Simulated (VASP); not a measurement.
```
CELL_PARAMETERS angstrom
      0.00000     1.91488     1.91488
      1.91488     0.00000     1.91488
      1.91488     1.91488     0.00000
ATOMIC_POSITIONS crystal
  Rh 0.00000 0.00000 0.00000
```

The numbers are results of PBE GGA, VASP's PBE PAW potentials (set 64) (plane waves; VASP 6.6.1), not measurements. Settings: PREC = Normal, EDIFF = 1E-5, 400 eV cut-off, 18×18×18 Γ-centred mesh, first-order Methfessel-Paxton smearing of 0.10 eV, potentials Rh_pv.

Estimate the energy per atom (σ→0), pressure, band gap (on the k-mesh) with the smallest direct gap where there is one.

```json
{
  "band gap (on the k-mesh)": "none (metal, semimetal or under 0.01 eV)",
  "energy per atom (σ→0)": "-7.256 eV/atom",
  "pressure": "-1.53 GPa"
}
```

Only differences to runs with the same potentials and settings are physical.

The compound is Rh in the fcc structure. It was relaxed first.
